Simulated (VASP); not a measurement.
Level of theory: PBE GGA, VASP's PBE PAW potentials (set 64) (plane waves; VASP).

Input for VASP

**POSCAR**
```
Ho
1
    3.4452000000     0.0000000000     0.0000000000
   -1.7226000000     2.9836300000     0.0000000000
    0.0000000000     0.0000000000    11.0849520000
Ho
4
Direct
  0.0000000000   0.0000000000   0.0000000000
  0.0000000000   0.0000000000   0.5000000000
  0.3333330000   0.6666670000   0.2500000000
  0.6666670000   0.3333330000   0.7500000000
```

INCAR:
```
SYSTEM = Ho
PREC = Accurate
ENCUT = 300
EDIFF = 1E-6
NELM = 100
ALGO = Normal
LREAL = .FALSE.
LASPH = .TRUE.
ISMEAR = -1
SIGMA = 0.1
GGA = PE
LMAXMIX = 6
LWAVE = .FALSE.
LCHARG = .FALSE.
ISIF = 2
ISPIN = 2
MAGMOM = 4.0 4.0 4.0 4.0
LORBIT = 11
```

### KPOINTS
```
Regular mesh
0
Gamma
7 7 2
```

POTCAR, in this order: Ho (PBE.64 set). Program: vasp_std.

What VASP printed:

### OUTCAR
```
 ion  position               nearest neighbor table
   1  0.000  0.000  0.000-   3 3.41   4 3.41   3 3.41   4 3.41   4 3.41   3 3.41
   2  0.000  0.000  0.500-   3 3.41   4 3.41   3 3.41   4 3.41   4 3.41   3 3.41
   3  0.333  0.667  0.250-   1 3.41   2 3.41   1 3.41   2 3.41   1 3.41   2 3.41
   4  0.667  0.333  0.750-   1 3.41   2 3.41   1 3.41   2 3.41   1 3.41   2 3.41
  LATTYP: Found a hexagonal cell.
 ALAT       =     3.4452000000
 C/A-ratio  =     3.2175060954
 Subroutine PRICEL returns:
 Original cell was already a primitive cell.
 Subroutine GETGRP returns: Found 24 space group operations
The static configuration has the point symmetry D_3d.
 The point group associated with its full space group is D_6h.
The dynamic configuration has the point symmetry D_3d.
The overall configuration has the point symmetry D_3d.
 Subroutine INISYM returns: Found 24 space group operations
 Subroutine IBZKPT returns following result:
 Found     16 irreducible k-points:

 Following reciprocal coordinates:
            Coordinates               Weight
  0.000000  0.000000  0.000000      1.000000
  0.142857  0.000000  0.000000      6.000000
  0.285714  0.000000  0.000000      6.000000
  0.428571  0.000000  0.000000      6.000000
...
```

### OSZICAR
```
...
DAV:  12    -0.273355097137E+02    0.18422E+01   -0.17636E+01  5066   0.214E+01    0.820E+01
DAV:  13    -0.254654980011E+02    0.18700E+01   -0.12545E+01  6174   0.159E+01    0.694E+01
DAV:  14    -0.242584816439E+02    0.12070E+01   -0.22967E+00  6704   0.756E+00    0.417E+01
DAV:  15    -0.242475499911E+02    0.10932E-01   -0.57818E-01  6734   0.442E+00    0.458E+01
DAV:  16    -0.242614489207E+02   -0.13899E-01   -0.31796E-01  6456   0.533E+00    0.441E+01
DAV:  17    -0.244072123450E+02   -0.14576E+00   -0.20752E-01  6278   0.432E+00    0.465E+01
DAV:  18    -0.240346773250E+02    0.37254E+00   -0.30227E-01  5910   0.531E+00    0.497E+01
DAV:  19    -0.241448475885E+02   -0.11017E+00   -0.17508E+00  5202   0.182E+01    0.507E+01
DAV:  20    -0.243703636052E+02   -0.22552E+00   -0.23425E-01  5502   0.446E+00    0.503E+01
DAV:  21    -0.245895228361E+02   -0.21916E+00   -0.11500E-01  6268   0.352E+00    0.487E+01
DAV:  22    -0.246469916746E+02   -0.57469E-01   -0.25471E-02  6400   0.165E+00    0.476E+01
DAV:  23    -0.244663579711E+02    0.18063E+00   -0.67462E-02  6272   0.309E+00    0.436E+01
DAV:  24    -0.244399257409E+02    0.26432E-01   -0.53181E-01  5534   0.549E+00    0.328E+01
DAV:  25    -0.247119225208E+02   -0.27200E+00   -0.83257E-01  5646   0.670E+00    0.300E+01
DAV:  26    -0.249539661914E+02   -0.24204E+00   -0.31493E-01  5352   0.505E+00    0.272E+01
DAV:  27    -0.248166729605E+02    0.13729E+00   -0.21345E-01  5556   0.526E+00    0.254E+01
DAV:  28    -0.248697978343E+02   -0.53125E-01   -0.14904E+00  5396   0.880E+00    0.201E+01
DAV:  29    -0.252209058591E+02   -0.35111E+00   -0.29213E-01  5358   0.597E+00    0.191E+01
DAV:  30    -0.253492436603E+02   -0.12834E+00   -0.65126E-02  5810   0.258E+00    0.183E+01
DAV:  31    -0.253700131781E+02   -0.20770E-01   -0.25017E-02  6316   0.179E+00    0.184E+01
DAV:  32    -0.254386997962E+02   -0.68687E-01   -0.36564E-02  5808   0.213E+00    0.176E+01
DAV:  33    -0.256811719266E+02   -0.24247E+00   -0.43835E-01  5538   0.435E+00    0.149E+01
DAV:  34    -0.257371534246E+02   -0.55981E-01   -0.12202E-01  5460   0.376E+00    0.154E+01
DAV:  35    -0.257141302723E+02    0.23023E-01   -0.23932E-02  5204   0.101E+00    0.156E+01
DAV:  36    -0.256265722317E+02    0.87558E-01   -0.16157E-02  5800   0.185E+00    0.151E+01
DAV:  37    -0.255420659723E+02    0.84506E-01   -0.37816E-02  5624   0.463E+00    0.130E+01
DAV:  38    -0.252052693962E+02    0.33680E+00   -0.77527E-02  5676   0.701E+00    0.133E+01
DAV:  39    -0.251097026146E+02    0.95567E-01   -0.32930E-02  6240   0.220E+00    0.139E+01
DAV:  40    -0.250619376761E+02    0.47765E-01   -0.13849E-02  6266   0.116E+00    0.144E+01
DAV:  41    -0.250430217823E+02    0.18916E-01   -0.22443E-02  6014   0.136E+00    0.147E+01
DAV:  42    -0.249440551686E+02    0.98967E-01   -0.21645E-02  5840   0.136E+00    0.153E+01
DAV:  43    -0.249418597470E+02    0.21954E-02   -0.10291E-02  5994   0.687E-01    0.155E+01
DAV:  44    -0.250208319203E+02   -0.78972E-01   -0.44597E-03  5404   0.648E-01    0.153E+01
DAV:  45    -0.250178063666E+02    0.30256E-02   -0.14789E-03  5872   0.178E-01    0.152E+01
DAV:  46    -0.250144109977E+02    0.33954E-02   -0.14955E-04  6612   0.135E-01    0.151E+01
DAV:  47    -0.250760540125E+02   -0.61643E-01   -0.20271E-02  5498   0.108E+00    0.148E+01
DAV:  48    -0.250767554540E+02   -0.70144E-03   -0.20916E-03  4760   0.288E-01    0.147E+01
DAV:  49    -0.251026276599E+02   -0.25872E-01   -0.30056E-03  5524   0.107E+00    0.159E+01
DAV:  50    -0.250889344709E+02    0.13693E-01   -0.25399E-03  5822   0.501E-01    0.164E+01
DAV:  51    -0.248950450259E+02    0.19389E+00   -0.13202E-01  5488   0.426E+00    0.130E+01
DAV:  52    -0.249182114697E+02   -0.23166E-01   -0.75450E-02  5768   0.193E+00    0.117E+01
DAV:  53    -0.248467943055E+02    0.71417E-01   -0.23821E-02  5148   0.133E+00    0.118E+01
DAV:  54    -0.247898935098E+02    0.56901E-01   -0.10643E-02  5942   0.725E-01    0.120E+01
DAV:  55    -0.246935370952E+02    0.96356E-01   -0.25220E-01  4924   0.258E+00    0.115E+01
DAV:  56    -0.249791212704E+02   -0.28558E+00   -0.48584E-02  5112   0.242E+00    0.112E+01
DAV:  57    -0.249824319041E+02   -0.33106E-02   -0.51086E-01  5266   0.332E+00    0.104E+01
DAV:  58    -0.249251575180E+02    0.57274E-01   -0.22043E-02  5434   0.206E+00    0.101E+01
DAV:  59    -0.249401774181E+02   -0.15020E-01   -0.18505E-02  5524   0.170E+00    0.978E+00
DAV:  60    -0.249483173276E+02   -0.81399E-02   -0.42577E-03  6436   0.533E-01    0.953E+00
DAV:  61    -0.251426019916E+02   -0.19428E+00   -0.92083E-01  5238   0.120E+01    0.109E+01
DAV:  62    -0.253016745743E+02   -0.15907E+00   -0.15192E-01  5070   0.412E+00    0.882E+00
DAV:  63    -0.253141127785E+02   -0.12438E-01   -0.56171E-01  5894   0.250E+00    0.440E+00
DAV:  64    -0.252208909149E+02    0.93222E-01   -0.77456E-01  5378   0.454E+00    0.656E+00
DAV:  65    -0.252784637025E+02   -0.57573E-01   -0.56120E-02  5762   0.330E+00    0.654E+00
DAV:  66    -0.254334091172E+02   -0.15495E+00   -0.12536E+00  5308   0.727E+00    0.381E+00
DAV:  67    -0.255181829230E+02   -0.84774E-01   -0.54524E-02  5928   0.302E+00    0.356E+00
DAV:  68    -0.255541574737E+02   -0.35975E-01   -0.18781E-02  5850   0.139E+00    0.381E+00
DAV:  69    -0.255238869068E+02    0.30271E-01   -0.62142E-03  6020   0.141E+00    0.412E+00
DAV:  70    -0.255282438645E+02   -0.43570E-02   -0.46600E-03  6376   0.580E-01    0.434E+00
DAV:  71    -0.254136162527E+02    0.11463E+00   -0.15656E-02  5896   0.259E+00    0.489E+00
DAV:  72    -0.253633721226E+02    0.50244E-01   -0.52929E-03  6160   0.116E+00    0.536E+00
DAV:  73    -0.255502723127E+02   -0.18690E+00   -0.84276E-02  5406   0.399E+00    0.433E+00
DAV:  74    -0.253058106489E+02    0.24446E+00   -0.25201E-01  5332   0.601E+00    0.411E+00
DAV:  75    -0.252757835921E+02    0.30027E-01   -0.13997E-01  6140   0.210E+00    0.334E+00
DAV:  76    -0.253660877674E+02   -0.90304E-01   -0.24442E-01  5730   0.218E+00    0.261E+00
DAV:  77    -0.255426175936E+02   -0.17653E+00   -0.11741E+00  5178   0.447E+00    0.512E+00
DAV:  78    -0.256154571266E+02   -0.72840E-01   -0.49884E-02  5962   0.220E+00    0.490E+00
DAV:  79    -0.256187885794E+02   -0.33315E-02   -0.88117E-03  5912   0.578E-01    0.504E+00
DAV:  80    -0.256141219562E+02    0.46666E-02   -0.88065E-04  6416   0.216E-01    0.508E+00
DAV:  81    -0.256012798662E+02    0.12842E-01   -0.14461E-02  5552   0.156E+00    0.402E+00
DAV:  82    -0.256119882578E+02   -0.10708E-01   -0.44382E-03  5326   0.138E+00    0.425E+00
DAV:  83    -0.256143726598E+02   -0.23844E-02   -0.70964E-04  5666   0.221E-01    0.425E+00
DAV:  84    -0.256126686434E+02    0.17040E-02   -0.23081E-03  5518   0.111E+00    0.397E+00
DAV:  85    -0.256135170130E+02   -0.84837E-03   -0.23690E-03  5410   0.891E-01    0.383E+00
DAV:  86    -0.255397514902E+02    0.73766E-01   -0.34829E-02  5374   0.219E+00    0.346E+00
DAV:  87    -0.255707348545E+02   -0.30983E-01   -0.58901E-03  5802   0.136E+00    0.363E+00
DAV:  88    -0.255949847677E+02   -0.24250E-01   -0.64660E-03  5618   0.105E+00    0.390E+00
DAV:  89    -0.255937542666E+02    0.12305E-02   -0.12488E-03  6252   0.429E-01    0.384E+00
DAV:  90    -0.255874812387E+02    0.62730E-02   -0.47940E-04  6026   0.370E-01    0.393E+00
DAV:  91    -0.256152367641E+02   -0.27756E-01   -0.90946E-02  4976   0.391E+00    0.451E+00
DAV:  92    -0.256284933780E+02   -0.13257E-01   -0.20989E-02  5852   0.240E+00    0.337E+00
DAV:  93    -0.256265005053E+02    0.19929E-02   -0.21255E-02  5442   0.256E+00    0.210E+00
DAV:  94    -0.256274481030E+02   -0.94760E-03   -0.13486E-02  6022   0.240E+00    0.164E+00
DAV:  95    -0.256232390531E+02    0.42090E-02   -0.70540E-03  6208   0.100E+00    0.175E+00
DAV:  96    -0.256261836441E+02   -0.29446E-02   -0.11446E-02  6270   0.165E+00    0.137E+00
DAV:  97    -0.256377215542E+02   -0.11538E-01   -0.35484E-03  5602   0.124E+00    0.119E+00
DAV:  98    -0.256430592263E+02   -0.53377E-02   -0.10177E-02  5586   0.216E+00    0.161E+00
DAV:  99    -0.256134923332E+02    0.29567E-01   -0.33509E-02  5808   0.322E+00    0.279E+00
DAV: 100    -0.256274371893E+02   -0.13945E-01   -0.10893E-02  6206   0.163E+00
   1 F= -.25627437E+02 E0= -.25400774E+02  d E =-.453327E+00  mag=    14.7349
```

**OUTCAR**
```
------------------------ aborting loop EDIFF was not reached (unconverged)  ----------------------------
  FORCE on cell =-STRESS in cart. coord.  units (eV):
  Direction    XX          YY          ZZ          XY          YZ          ZX
  --------------------------------------------------------------------------------------
  Total        2.6503298      2.6503285     -0.6016772     -0.0000000     -0.0000000      0.0000000
  in kB       37.2663858     37.2663678     -8.4602049     -0.0000000     -0.0000000      0.0000000
  external PRESSURE =      22.0241829 kB  Pullay stress =       0.0000000 kB
  volume of cell :      113.94
      direct lattice vectors                 reciprocal lattice vectors
     3.445200000  0.000000000  0.000000000     0.290258911  0.167581101  0.000000000
    -1.722600000  2.983630000  0.000000000     0.000000000  0.335162202  0.000000000
     0.000000000  0.000000000 11.084952000     0.000000000  0.000000000  0.090212389
 POSITION                                       TOTAL-FORCE (eV/Angst)
 -----------------------------------------------------------------------------------
      0.00000      0.00000      0.00000        -0.000000      0.000000     -0.000000
      0.00000      0.00000      5.54248        -0.000000      0.000000     -0.000000
     -0.00000      1.98909      2.77124         0.000000     -0.000000      0.000000
      1.72260      0.99454      8.31371        -0.000000      0.000000      0.000000
 -----------------------------------------------------------------------------------
    total drift:                                0.000000     -0.000000      0.000000
  FREE ENERGIE OF THE ION-ELECTRON SYSTEM (eV)
  ---------------------------------------------------
  free  energy   TOTEN  =       -25.6274371893 eV

  energy  without entropy=      -25.1741098676  energy(sigma->0) =      -25.40077353

 total charge

# of ion       s       p       d       f       tot
--------------------------------------------------
    1        2.130   5.688   0.503  10.383  18.704
    2        2.130   5.688   0.503  10.383  18.704
    3        2.132   5.689   0.493  10.126  18.440
    4        2.132   5.689   0.493  10.126  18.440
--------------------------------------------------
tot          8.523  22.755   1.993  41.018  74.288

 magnetization (x)

# of ion       s       p       d       f       tot
--------------------------------------------------
    1        0.005  -0.018   0.054   3.411   3.453
    2        0.005  -0.018   0.054   3.411   3.453
    3        0.005  -0.018   0.046   3.670   3.702
    4        0.005  -0.018   0.046   3.670   3.702
--------------------------------------------------
tot          0.020  -0.072   0.201  14.162  14.311
```
(Selected blocks of OUTCAR.)

### stdout
```
...
DAV:  81    -0.256012798662E+02    0.12842E-01   -0.14461E-02  5552   0.156E+00    0.402E+00
DAV:  82    -0.256119882578E+02   -0.10708E-01   -0.44382E-03  5326   0.138E+00    0.425E+00
DAV:  83    -0.256143726598E+02   -0.23844E-02   -0.70964E-04  5666   0.221E-01    0.425E+00
DAV:  84    -0.256126686434E+02    0.17040E-02   -0.23081E-03  5518   0.111E+00    0.397E+00
DAV:  85    -0.256135170130E+02   -0.84837E-03   -0.23690E-03  5410   0.891E-01    0.383E+00
DAV:  86    -0.255397514902E+02    0.73766E-01   -0.34829E-02  5374   0.219E+00    0.346E+00
DAV:  87    -0.255707348545E+02   -0.30983E-01   -0.58901E-03  5802   0.136E+00    0.363E+00
DAV:  88    -0.255949847677E+02   -0.24250E-01   -0.64660E-03  5618   0.105E+00    0.390E+00
DAV:  89    -0.255937542666E+02    0.12305E-02   -0.12488E-03  6252   0.429E-01    0.384E+00
DAV:  90    -0.255874812387E+02    0.62730E-02   -0.47940E-04  6026   0.370E-01    0.393E+00
DAV:  91    -0.256152367641E+02   -0.27756E-01   -0.90946E-02  4976   0.391E+00    0.451E+00
DAV:  92    -0.256284933780E+02   -0.13257E-01   -0.20989E-02  5852   0.240E+00    0.337E+00
DAV:  93    -0.256265005053E+02    0.19929E-02   -0.21255E-02  5442   0.256E+00    0.210E+00
DAV:  94    -0.256274481030E+02   -0.94760E-03   -0.13486E-02  6022   0.240E+00    0.164E+00
DAV:  95    -0.256232390531E+02    0.42090E-02   -0.70540E-03  6208   0.100E+00    0.175E+00
DAV:  96    -0.256261836441E+02   -0.29446E-02   -0.11446E-02  6270   0.165E+00    0.137E+00
DAV:  97    -0.256377215542E+02   -0.11538E-01   -0.35484E-03  5602   0.124E+00    0.119E+00
DAV:  98    -0.256430592263E+02   -0.53377E-02   -0.10177E-02  5586   0.216E+00    0.161E+00
DAV:  99    -0.256134923332E+02    0.29567E-01   -0.33509E-02  5808   0.322E+00    0.279E+00
DAV: 100    -0.256274371893E+02   -0.13945E-01   -0.10893E-02  6206   0.163E+00

 -----------------------------------------------------------------------------
|                                                                             |
|           W    W    AA    RRRRR   N    N  II  N    N   GGGG   !!!           |
|           W    W   A  A   R    R  NN   N  II  NN   N  G    G  !!!           |
|           W    W  A    A  R    R  N N  N  II  N N  N  G       !!!           |
|           W WW W  AAAAAA  RRRRR   N  N N  II  N  N N  G  GGG   !            |
|           WW  WW  A    A  R   R   N   NN  II  N   NN  G    G                |
|           W    W  A    A  R    R  N    N  II  N    N   GGGG   !!!           |
|                                                                             |
|     The electronic self-consistency was not achieved in the given           |
|     number of steps (NELM). The forces and other quantities evaluated       |
|     might not be reliable so examine the results carefully. If you find     |
|     spurious results, we suggest increasing NELM, if you were close to      |
|     convergence or switching to a different ALGO or adjusting the           |
|     density mixing parameters otherwise.                                    |
|                                                                             |
 -----------------------------------------------------------------------------

   1 F= -.25627437E+02 E0= -.25400774E+02  d E =-.453327E+00  mag=    14.7349
```

Convergence was not reached.

At this cut-off the stress carries a Pulay error, which pulls relaxed volumes low.

The structure was generated: Ho was put into an ordered model structure, which need not be its known phase. The cell was not relaxed at this level, and its volume differs by -5.9 % from the start's. The k-mesh is coarse (spacing up to 0.30 per Å, 2π included), so the numbers may not be converged in it.
